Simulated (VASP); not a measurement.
Set up this calculation in VASP 6.6.1, as the native input.

* Task: single point
* Functional: PBE
* Potentials or basis: VASP PAW PBE potentials, release 64 (H, Pt, Br)
* Cutoff: 520 eV
* k mesh: 4 × 4 × 4
* Occupations: gaussian, width 0.1 eV
* Spin: no spin polarisation
* Dipole correction: no
* Further INCAR settings: ALGO = Normal; EDIFF = 1e-07; NBANDS = 24

The structure of HPtBr3 lies in POSCAR:

```
HPtBr3
1.0
    4.8985659500      0.0000000000      0.0000000000
    0.0000000000      4.8985659500      0.0000000000
    0.0000000000      0.0000000000      4.8985659500
H Pt Br
1 1 3
Direct
    0.0000000000      0.0000000000      0.0000000000
    0.5000000000      0.5000000000      0.5000000000
    0.0000000000      0.5000000000      0.5000000000
    0.5000000000      0.5000000000      0.0000000000
    0.5000000000      0.0000000000      0.5000000000
```

The cell was built by a generator and needn't be a form met in nature.

The cell isn't the ideal one: species swapped into the ZnNi3C type (Pm-3m, No. 221).

These files were run (other wordings do the same):

INCAR

```
ALGO     = Normal         # electronic algorithm
EDIFF    = 1E-7           # SCF threshold, eV
ENCUT    = 520            # plane-wave cutoff, eV
GGA      = PE             # functional
ISIF     = 2              # what is computed and relaxed
ISMEAR   = 0              # smearing method
LASPH    = T              # aspherical terms in the spheres
LCHARG   = F              # write CHGCAR
LREAL    = F              # projectors in reciprocal space
LWAVE    = F              # write WAVECAR
NBANDS   = 24             # bands
NELM     = 80             # most SCF steps
PREC     = Accurate       # precision mode
SIGMA    = 0.1            # smearing width, eV
```

KPOINTS

```
k-points
0
Gamma
  4 4 4
```

Potentials or basis: VASP PAW PBE potentials, release 64 (H, Pt, Br).

Launch:

```bash
$ cat potpaw_PBE.64/H/POTCAR potpaw_PBE.64/Pt/POTCAR potpaw_PBE.64/Br/POTCAR > POTCAR
$ mpirun -np 1 vasp_std > vasp.out
```

Results of the run:

The pressure is 8.3 GPa. The band gap on the k mesh is none (metal or under the smearing width).

Run time: 32 s on 1 thread of Intel(R) Xeon(R) Platinum 8488C (Sapphire Rapids), with other jobs on the host, peak memory 0.21 GiB.
